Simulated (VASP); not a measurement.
A convergence study with VASP on Al (fcc): a few settings are varied, all else stays as given below, so the limit is that of these other settings. The cell's lengths are 1 % over those of the tabulated start, so it is off equilibrium.

```xyz
1
Lattice="0.0000 2.0452 2.0452 2.0452 0.0000 2.0452 2.0452 2.0452 0.0000" Properties=species:S:1:pos:R:3 pbc="T T T"
Al     0.0000     0.0000     0.0000
```

The numbers are results of PBEsol GGA, VASP's PBE PAW potentials (set 64) (plane waves; VASP 6.6.1), not measurements. The last row used: 900 eV cut-off, 13×13×13 Γ-centred mesh, first-order Methfessel-Paxton smearing of 0.10 eV, potentials Al_sv_GW.

Energies of different potentials or hybrids have different zeros.

| setting | E (eV/atom) | pressure (GPa) | plane waves |
|---|---|---|---|
| ENCUT = 300, POTCAR Al | -4.0726 | -4.09 | 208 |
| ENCUT = 400, POTCAR Al | ___ | ___ | 331 |
| ENCUT = 520, POTCAR Al | ___ | -4.03 | 477 |
| ENCUT = 700, POTCAR Al | -4.0764 | -4.03 | 736 |
| ENCUT = 900, POTCAR Al | -4.0764 | -4.03 | 1067 |
| ENCUT = 300, POTCAR Al_GW | -4.0788 | -4.16 | 208 |
| ENCUT = 400, POTCAR Al_GW | -4.0801 | -4.12 | 331 |
| ENCUT = 520, POTCAR Al_GW | -4.0802 | -4.12 | 477 |
| ENCUT = 700, POTCAR Al_GW | -4.0804 | -4.12 | 736 |
| ENCUT = 900, POTCAR Al_GW | -4.0804 | -4.12 | 1067 |
| ENCUT = 300, POTCAR Al_sv_GW | -4.2652 | -43.33 | 208 |
| ENCUT = 400, POTCAR Al_sv_GW | -4.0430 | -20.72 | 331 |
| ENCUT = 520, POTCAR Al_sv_GW | -4.0995 | -4.72 | 477 |
| ENCUT = 700, POTCAR Al_sv_GW | -4.1101 | -4.69 | 736 |
| ENCUT = 900, POTCAR Al_sv_GW | -4.1096 | -4.09 | 1067 |

**Question.** What belongs in the gaps?

**Answer.** 
- ENCUT = 400, POTCAR Al, E (eV/atom): -4.0758
- ENCUT = 400, POTCAR Al, pressure (GPa): -4.05
- ENCUT = 520, POTCAR Al, E (eV/atom): -4.0763

Left out are rungs that failed or repeat a setting and relaxations that didn't move; long series are thinned to 24 rows.

The compound is Al in the fcc structure. The cell was not relaxed at this level.
